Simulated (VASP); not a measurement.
Output of a VASP run:

### OUTCAR
```
 ion  position               nearest neighbor table
   1  0.000  0.000  0.000-
  LATTYP: Found a face centered cubic cell.
 ALAT       =     4.0254003464
 Subroutine PRICEL returns:
 Original cell was already a primitive cell.
 Subroutine GETGRP returns: Found 48 space group operations
The static configuration has the point symmetry O_h .
The dynamic configuration has the point symmetry O_h .
 Subroutine INISYM returns: Found 48 space group operations
 Subroutine IBZKPT returns following result:
 Found    120 irreducible k-points:

 Following reciprocal coordinates:
            Coordinates               Weight
  0.000000  0.000000  0.000000      1.000000
  0.066667  0.000000  0.000000      8.000000
  0.133333  0.000000  0.000000      8.000000
  0.200000  0.000000  0.000000      8.000000
  0.266667  0.000000  0.000000      8.000000
  0.333333  0.000000  0.000000      8.000000
  0.400000  0.000000  0.000000      8.000000
  0.466667  0.000000  0.000000      8.000000
  0.066667  0.066667  0.000000      6.000000
  0.133333  0.066667  0.000000     24.000000
  0.200000  0.066667  0.000000     24.000000
  0.266667  0.066667  0.000000     24.000000
  0.333333  0.066667  0.000000     24.000000
  0.400000  0.066667  0.000000     24.000000
  0.466667  0.066667  0.000000     24.000000
 -0.466667  0.066667  0.000000     24.000000
 -0.400000  0.066667  0.000000     24.000000
 -0.333333  0.066667  0.000000     24.000000
 -0.266667  0.066667  0.000000     24.000000
 -0.200000  0.066667  0.000000     24.000000
 -0.133333  0.066667  0.000000     24.000000
 -0.066667  0.066667  0.000000     12.000000
  0.133333  0.133333  0.000000      6.000000
  0.200000  0.133333  0.000000     24.000000
  0.266667  0.133333  0.000000     24.000000
  0.333333  0.133333  0.000000     24.000000
  0.400000  0.133333  0.000000     24.000000
  0.466667  0.133333  0.000000     24.000000
 -0.466667  0.133333  0.000000     24.000000
 -0.400000  0.133333  0.000000     24.000000
 -0.333333  0.133333  0.000000     24.000000
 -0.266667  0.133333  0.000000     24.000000
 -0.200000  0.133333  0.000000     24.000000
 -0.133333  0.133333  0.000000     12.000000
  0.200000  0.200000  0.000000      6.000000
  0.266667  0.200000  0.000000     24.000000
  0.333333  0.200000  0.000000     24.000000
  0.400000  0.200000  0.000000     24.000000
  0.466667  0.200000  0.000000     24.000000
 -0.466667  0.200000  0.000000     24.000000
   k-points           NKPTS =    120   k-points in BZ     NKDIM =    120   number of bands    NBANDS=      9
   number of dos      NEDOS =    301   number of ions     NIONS =      1
   total plane-waves  NPLWV =  13824
   dimension x,y,z NGX =    24 NGY =   24 NGZ =   24
   dimension x,y,z NGXF=    48 NGYF=   48 NGZF=   48
   ions per type =               1
   PREC   = accura    normal or accurate (medium, high low for compatibility)
   ISTART =      0    job   : 0-new  1-cont  2-samecut
   ICHARG =      2    charge: 1-file 2-atom 10-const
   ISPIN  =      1    spin polarized calculation?
   LNONCOLLINEAR =      F non collinear calculations
   LSORBIT =      F    spin-orbit coupling
   INIWAV =      1    electr: 0-lowe 1-rand  2-diag
   ENCUT  =  520.0 eV  38.22 Ry    6.18 a.u.   5.29  5.29  5.29*2*pi/ulx,y,z
   NELM   =    100;   NELMIN=  2; NELMDL= -5     # of ELM steps
   EDIFF  = 0.1E-06   stopping-criterion for ELM
   LREAL  =      F    real-space projection
   NLSPLINE    = F    spline interpolate recip. space projectors
   LMAXMIX     =    6 max onsite mixed and CHGCAR
   VOSKOWN=      0    Vosko Wilk Nusair interpolation
   EDIFFG = 0.1E-05   stopping-criterion for IOM
   NSW    =      0    number of steps for IOM
   NBLOCK =      1;   KBLOCK =      1    inner block; outer block
   IBRION =     -1    ionic relax: 0-MD 1-quasi-New 2-CG
   NFREE  =      0    steps in history (QN), initial steepest desc. (CG)
...
```

OSZICAR:
```
       N       E                     dE             d eps       ncg     rms          rms(c)
DAV:   1    -0.369844220484E+01   -0.36984E+01   -0.60606E+03  2240   0.113E+03
DAV:   2    -0.538271594195E+02   -0.50129E+02   -0.47443E+02  2254   0.214E+02
DAV:   3    -0.542749523263E+02   -0.44779E+00   -0.44736E+00  2540   0.210E+01
DAV:   4    -0.542765678356E+02   -0.16155E-02   -0.16155E-02  2493   0.130E+00
DAV:   5    -0.542765796293E+02   -0.11794E-04   -0.11794E-04  2410   0.107E-01    0.113E+01
DAV:   6    -0.499941310124E+02    0.42824E+01   -0.49359E+00  2196   0.220E+01    0.731E+00
DAV:   7    -0.502729931329E+02   -0.27886E+00   -0.52402E-01  2162   0.526E+00    0.467E+00
DAV:   8    -0.503205068774E+02   -0.47514E-01   -0.15294E-01  2201   0.291E+00    0.749E-01
DAV:   9    -0.503458916938E+02   -0.25385E-01   -0.23713E-02  2220   0.121E+00    0.107E-01
DAV:  10    -0.503465859399E+02   -0.69425E-03   -0.23009E-03  2215   0.425E-01    0.664E-02
DAV:  11    -0.503467503320E+02   -0.16439E-03   -0.19569E-04  2358   0.145E-01    0.141E-02
DAV:  12    -0.503469287698E+02   -0.17844E-03   -0.97112E-05  2222   0.911E-02    0.650E-03
DAV:  13    -0.503469433058E+02   -0.14536E-04   -0.16553E-05  2368   0.479E-02    0.157E-03
DAV:  14    -0.503469435697E+02   -0.26398E-06   -0.39240E-06  2353   0.157E-02    0.263E-03
DAV:  15    -0.503469440052E+02   -0.43542E-06   -0.52584E-07  2244   0.771E-03    0.104E-03
DAV:  16    -0.503469442635E+02   -0.25833E-06   -0.30927E-07  1445   0.431E-03    0.166E-04
DAV:  17    -0.503469442643E+02   -0.81479E-09   -0.78660E-09  1100   0.822E-04
   1 F= -.50346944E+02 E0= -.50346807E+02  d E =-.411010E-03
```

File OUTCAR:
```
------------------------ aborting loop because EDIFF is reached ----------------------------------------
  FORCE on cell =-STRESS in cart. coord.  units (eV):
  Direction    XX          YY          ZZ          XY          YZ          ZX
  --------------------------------------------------------------------------------------
  Total        1.2387326      1.2387326      1.2387326      0.0000000      0.0000000     -0.0000000
  in kB      121.7084937    121.7084937    121.7084937      0.0000000      0.0000000     -0.0000000
  external PRESSURE =     121.7084937 kB  Pullay stress =       0.0000000 kB
  volume of cell :       16.31
      direct lattice vectors                 reciprocal lattice vectors
     0.000000000  2.012700173  2.012700173    -0.248422496  0.248422496  0.248422496
     2.012700173  0.000000000  2.012700173     0.248422496 -0.248422496  0.248422496
     2.012700173  2.012700173  0.000000000     0.248422496  0.248422496 -0.248422496
 POSITION                                       TOTAL-FORCE (eV/Angst)
 -----------------------------------------------------------------------------------
      0.00000      0.00000      0.00000        -0.000000     -0.000000     -0.000000
 -----------------------------------------------------------------------------------
    total drift:                               -0.000000     -0.000000     -0.000000
  FREE ENERGIE OF THE ION-ELECTRON SYSTEM (eV)
  ---------------------------------------------------
  free  energy   TOTEN  =       -50.3469442643 eV

  energy  without entropy=      -50.3465332542  energy(sigma->0) =      -50.34680726
```
(Selected blocks of OUTCAR.)

File POSCAR:
```
Au
1
    0.0000000000     2.0127001732     2.0127001732
    2.0127001732     0.0000000000     2.0127001732
    2.0127001732     2.0127001732     0.0000000000
Au
1
Direct
  0.0000000000   0.0000000000   0.0000000000
```

**Question.** Reconstruct the remaining input files.

**Answer.** One answer among several that fit: the input of the run itself, r2SCAN+rVV10, plane waves, VASP's PBE PAW potentials (set 64).

### KPOINTS
```
Automatic mesh
0
Gamma
15 15 15
0 0 0
```

**INCAR**
```
! general
SYSTEM   = Au
PREC     = Accurate
ENCUT    = 520   ! plane-wave cut-off (eV)
LREAL    = F   ! projection in real space or not
LASPH    = T   ! aspherical one-centre terms

! electronic loop
EDIFF    = 1E-7   ! SCF stop (eV)
NELM     = 100
ALGO     = Normal   ! blocked Davidson
LMAXMIX  = 6
LMIXTAU  = T

! smearing
ISMEAR   = 1
SIGMA    = 0.1   ! width (eV)

! functional
METAGGA  = R2SCAN
LUSE_VDW = T
BPARAM   = 11.95
CPARAM   = 0.0093

! ions
ISIF     = 2   ! forces and stress, cell fixed

! output
LWAVE    = F
LCHARG   = F
```

POTCAR, in this order: Au (PBE.64 set). Program: vasp_std.

The compound is Au in the fcc structure. This cell is one point of a volume scan, at 0.94 of the reference volume.
